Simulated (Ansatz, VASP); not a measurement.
# Ca5Cd3F16 (random fluorite-type alloy of CaF2 and CdF2): VASP beside Ansatz, part 2 of 2

One calculation is typed for both programs; each brings its own data sets. How far apart do they land? Of the first pair: The structure shown is the start of the Ansatz relaxation below; VASP solves that cell, so the two are compared at the walk's first step.

VASP 6.6.1 and Ansatz 0.2.0.

So far. Step 3 (VASP: single point, revPBE, start cell, pair 1): The run ends at a pressure of 10.02 GPa, with forces up to 4.4 eV/Å.

## Step 5: Ansatz: relaxation, revPBE

Level of this step: Ansatz beside VASP: Kohn-Sham DFT, plane waves, revPBE (Ansatz).

This run makes the geometry at which the two programs are then compared. The cell compared in this pair holds 1385.82 Å³, against 1284.79 Å³ for the pair before.

The structure compared here is the end of the Ansatz relaxation.

Contents of input.yaml:

```yaml
crystal:
  lattice:
    - [10.8712, 0.0, 0.0]
    - [0.0, 10.8712, 0.0]
    - [0.0, 0.0, 10.8712]
  atoms:
    - { symbol: Ca, position: [0.99782, 0.99577, 0.99434] }
    - { symbol: F, position: [0.12147, 0.12205, 0.12148] }
    - { symbol: F, position: [0.36889, 0.37627, 0.37205] }
    - { symbol: Ca, position: [0.99104, 0.24033, 0.23876] }
    - { symbol: F, position: [0.14021, 0.37775, 0.38029] }
    - { symbol: F, position: [0.36473, 0.1243, 0.14673] }
    - { symbol: Ca, position: [0.25046, 0.0027, 0.24394] }
    - { symbol: F, position: [0.39043, 0.12811, 0.36245] }
    - { symbol: F, position: [0.12031, 0.3862, 0.12992] }
    - { symbol: Ca, position: [0.256, 0.24725, 0.9874] }
    - { symbol: F, position: [0.36766, 0.36027, 0.12772] }
    - { symbol: F, position: [0.11481, 0.11488, 0.37952] }
    - { symbol: Ca, position: [0.00578, 0.01057, 0.50083] }
    - { symbol: F, position: [0.13187, 0.12791, 0.62749] }
    - { symbol: F, position: [0.36183, 0.36519, 0.8816] }
    - { symbol: Cd, position: [0.00689, 0.24081, 0.76361] }
    - { symbol: F, position: [0.11574, 0.36648, 0.87479] }
    - { symbol: F, position: [0.37136, 0.11474, 0.62486] }
    - { symbol: Ca, position: [0.2495, 0.01205, 0.75576] }
    - { symbol: F, position: [0.37976, 0.11986, 0.87972] }
    - { symbol: F, position: [0.13229, 0.37534, 0.62427] }
    - { symbol: Ca, position: [0.24367, 0.25466, 0.50403] }
    - { symbol: F, position: [0.3679, 0.37834, 0.62572] }
    - { symbol: F, position: [0.12786, 0.11571, 0.88744] }
    - { symbol: Ca, position: [0.99983, 0.50107, 0.99978] }
    - { symbol: F, position: [0.13428, 0.62656, 0.12432] }
    - { symbol: F, position: [0.36599, 0.87568, 0.38025] }
    - { symbol: Ca, position: [0.00973, 0.74149, 0.26111] }
    - { symbol: F, position: [0.12276, 0.87317, 0.35767] }
    - { symbol: F, position: [0.36546, 0.61165, 0.12314] }
[... 60 atom lines left out ...]
    - { symbol: Ca, position: [0.75945, 0.50499, 0.75305] }
    - { symbol: F, position: [0.86933, 0.62683, 0.88033] }
    - { symbol: F, position: [0.62566, 0.88558, 0.61248] }
    - { symbol: Ca, position: [0.75456, 0.75079, 0.49062] }
    - { symbol: F, position: [0.87037, 0.87526, 0.62239] }
    - { symbol: F, position: [0.62961, 0.61925, 0.87473] }
kpoints:
  mp_grid: { grid: [1, 1, 1] }
hamiltonian:
  xc: revpbe
scf:
  occupations: { method: fixed }
output:
  forces: true
relax:
  f_tol: 0.05
  max_steps: 150
  cell: {}
```

On the command line:

```sh
> ansatz run input.yaml --threads 4 --pin off --max-ram 8192MiB --backend cpu --events-out ev --progress --plain --runs-dir out
```

Numbers of over 12 decimals in the logs are rounded to 6 here.

What it wrote:

```text
[...]
Crystal: 96 atoms, lattice volume = 1284.791 Å³
Basis set: ecut = 420 eV, 25269 PW (Γ), exchange–correlation on 150×150×150 points (8 copies of the dense FFT grid, shifted against one another)
Bands: 540, of which v1, the nominal top of the filled ones, is band 444 counted from 1 (443 counted from 0)
Symmetry: 1 space group operations
[...]
k-points: 1
[...]
- { symbol: Cd, position: [0.749220, 0.748602, 0.999159] }
[...]
- { symbol: Ca, position: [0.499685, 0.498803, 0.499442] }
[...]
- { symbol: Cd, position: [0.499935, 0.749189, 0.750435] }
[...]
- { symbol: Ca, position: [0.749775, 0.498819, 0.749671] }
    - { symbol: F, position: [0.874297, 0.623869, 0.874812] }
    - { symbol: F, position: [0.624825, 0.873641, 0.625283] }
    - { symbol: Ca, position: [0.749819, 0.748600, 0.499940] }
    - { symbol: F, position: [0.874571, 0.873576, 0.624805] }
    - { symbol: F, position: [0.624353, 0.623800, 0.874677] }
[key lines of the parts left out:]
P = ⅓ Tr σ = 0.0230 GPa (0.230 kbar)
```

## Step 6: VASP: single point, revPBE, relaxed cell, pair 2

The same cell, functional and mesh now go to VASP, with its own data sets.

Contents of INCAR:

```
SYSTEM = Ca5Cd3F16
PREC = Accurate
ENCUT = 600
EDIFF = 1E-06
NELM = 120
ISMEAR = 0
SIGMA = 0.01
LREAL = Auto
ALGO = Normal
GGA = RE
NBANDS = 464
LORBIT = 11
LWAVE = .FALSE.
LCHARG = .FALSE.
ISIF = 2
LASPH = .TRUE.
GGA_COMPAT = .FALSE.
EFERMI = MIDGAP
NCORE = 2
```

Contents of POSCAR:

```
Ca5Cd3F16
1.0
   11.1492280000     -0.0004360000     -0.0003120000
   -0.0004360000     11.1489240000      0.0020250000
   -0.0003120000      0.0020250000     11.1488240000
Ca F Cd
20 64 12
Direct
    0.9996200000      0.9983700000      0.9991500000
    0.9997700000      0.2491400000      0.2497200000
    0.2500900000      0.9986000000      0.2494700000
    0.2498600000      0.2488100000      0.9995600000
    0.9996100000      0.9986800000      0.4999900000
    0.2497900000      0.9984700000      0.7497100000
    0.2495600000      0.2488300000      0.4994600000
    0.9997100000      0.4988200000      0.9995200000
    0.9997800000      0.7482300000      0.2494000000
    0.2494700000      0.4989100000      0.7496600000
    0.2497300000      0.7485400000      0.4997800000
    0.4997000000      0.2488300000      0.2494700000
    0.7494200000      0.9986200000      0.2494900000
    0.7495400000      0.2486200000      0.9994500000
    0.4997800000      0.2483700000      0.7498100000
    0.7498500000      0.2486400000      0.4996400000
    0.4997200000      0.7486500000      0.2493600000
    0.4996800000      0.4988000000      0.4994400000
    0.7497800000      0.4988200000      0.7496700000
    0.7498200000      0.7486000000      0.4999400000
    0.1248100000      0.1237600000      0.1244700000
    0.3745300000      0.3737400000      0.3743400000
    0.1247500000      0.3739000000      0.3745700000
    0.3749700000      0.1235800000      0.1245100000
    0.3748500000      0.1237900000      0.3747600000
    0.1248200000      0.3738900000      0.1245800000
    0.3746700000      0.3739300000      0.1246100000
    0.1248100000      0.1238200000      0.3745600000
    0.1247200000      0.1238200000      0.6246000000
    0.3747700000      0.3740900000      0.8747500000
[... 60 atom lines left out ...]
    0.5000200000      0.9984700000      0.5003000000
    0.7495600000      0.9981300000      0.7498500000
    0.4996600000      0.4994800000      0.0000200000
    0.7498200000      0.4989200000      0.2493000000
    0.7492200000      0.7486000000      0.9991600000
    0.4999300000      0.7491900000      0.7504300000
```

Contents of KPOINTS:

```
Automatic mesh
0
Gamma
1 1 1
0 0 0
```

PAW data sets: Ca_sv, F and Cd (PBE family, release 64).

On the command line:

```sh
> mpirun -np 8 vasp_gam
```

What it wrote:

```text
[banner, memory and clock lines left out]
running    8 mpi-ranks, on    1 nodes
[...]
[... a notice as in an earlier step ...]

 LDA part: xc-table for (Slater+PW92), standard interpolation
 POSCAR, INCAR and KPOINTS ok, starting setup
[...]
entering main loop
       N       E                     dE             d eps       ncg     rms          rms(c)
DAV:   1     0.129986091752E+05    0.12999E+05   -0.51738E+05   928   0.207E+03
DAV:   2     0.142466897570E+04   -0.11574E+05   -0.10912E+05  1064   0.599E+02
DAV:   3    -0.410653612622E+03   -0.18353E+04   -0.18136E+04  1016   0.234E+02
DAV:   4    -0.501015449726E+03   -0.90362E+02   -0.89976E+02  1136   0.531E+01
[...]
DAV:  20    -0.452183318618E+03    0.87001E-05   -0.86975E-05  1192   0.247E-02    0.172E-02
DAV:  21    -0.452183320832E+03   -0.22137E-05   -0.29708E-05  1072   0.138E-02    0.134E-02
DAV:  22    -0.452183321771E+03   -0.93914E-06   -0.61209E-06   872   0.548E-03
   1 F= -.45218332E+03 E0= -.45218332E+03  d E =0.000000E+00
```

OUTCAR, selected parts (step 6):

```text
  Total        0.8498342      0.8267875      0.8431259     -0.0089604      0.0154920      0.0031320
  in kB        0.9825123      0.9558675      0.9747567     -0.0103593      0.0179107      0.0036210
  external PRESSURE =       0.9710455 kB  Pullay stress =       0.0000000 kB

 POSITION                                       TOTAL-FORCE (eV/Angst)
 -----------------------------------------------------------------------------------
     11.14424     11.13234     11.14106        -0.000344     -0.001674     -0.000412
     11.14648      2.77771      2.78428        -0.001149     -0.000410     -0.000821
      2.78780     11.13371      2.78324         0.000837     -0.001451     -0.000929
      2.78533      2.77588     11.14434         0.000873     -0.000292     -0.001258
     11.14429     11.13478      5.57601         0.000187     -0.001285      0.000642
      2.78430     11.13328      8.36033         0.000920     -0.002149      0.001793
      2.78214      2.77509      5.56882         0.000949     -0.000507      0.000794
     11.14547      5.56289     11.14417        -0.000448      0.001107     -0.001247
     11.14637      8.34203      2.78172        -0.000489     -0.000706     -0.001453
      2.78095      5.56372      8.35876         0.000442      0.000899      0.000906
      2.78381      8.34632      5.57340         0.000881     -0.000950      0.000377
[...]
1.38831      1.37983      9.74796         0.005976     -0.003170      0.002703
      1.39479      6.95389      1.38736        -0.009010      0.001484      0.001243
[...]
-----------------------------------------------------------------------------------
    total drift:                               -0.000359      0.020169      0.009747

  FREE ENERGIE OF THE ION-ELECTRON SYSTEM (eV)
  ---------------------------------------------------
  free  energy   TOTEN  =      -452.1833217708 eV

  energy  without entropy=     -452.1833217708  energy(sigma->0) =     -452.18332177

[... 1 part as in an earlier step ...]

[... 2 further parts left out ...]
[key lines of the parts left out:]
E-fermi :   0.8495
```

The run ends at a pressure of 0.10 GPa, with forces up to 0.013 eV/Å.

## Step 7: Differences

What differs besides the data sets and the points named for the pairs above, as far as they apply: the data sets hold 888 valence electrons in Ansatz (on its default PAW (the set named soft_2) files) and 792 in VASP; the cutoff is 420 eV in Ansatz and 600 eV in VASP (PREC = Accurate, projectors in real space). Total energies have different zeros and are not compared.

Both answers:

| quantity | Ansatz | VASP | difference |
| --- | --- | --- | --- |
| pressure (GPa) | 0.02 | 0.10 | -0.07 |
| gap on the k mesh (eV) | 4.462 | 4.441 | +0.022 |

At this near-relaxed geometry the largest component of a force difference is 12 meV/Å. A gap on the mesh is an upper bound, since the band edges may lie between its points.

## Step 8: Outcome

```
r.m.s. force difference (single point, revPBE, start cell, pair 1)           : 4.8 % of the r.m.s. force
difference in gap on the k mesh (single point, revPBE, relaxed cell, pair 2) : 0.022 eV
```

The r.m.s. force difference is 4.8 % of the r.m.s. force (single point, revPBE, start cell, pair 1), beyond the 3 % picked in this series as the mark of a large difference. The data sets hold unlike numbers of valence electrons (888 in Ansatz and 792 in VASP), so part of the differences comes from the potentials. What causes the difference of the single point, revPBE, start cell, pair 1 pair stays open here. Such differences can come from data sets, numerical settings and the points named under the comparisons, not from the functional's error against experiment.

[Lines on the potential files, build, host, timing and source positions are cut from VASP's logs without a mark.]

[Logs are printed without paths, hosts, clocks, repeated set-up lines and the standing remarks that a program may print on its own settings, such as how far it seeks lower states.]

[Hosts, paths, dates, database ids (printed as entryN), source tags and the programs' standing remarks are cut or masked in the printed files.]
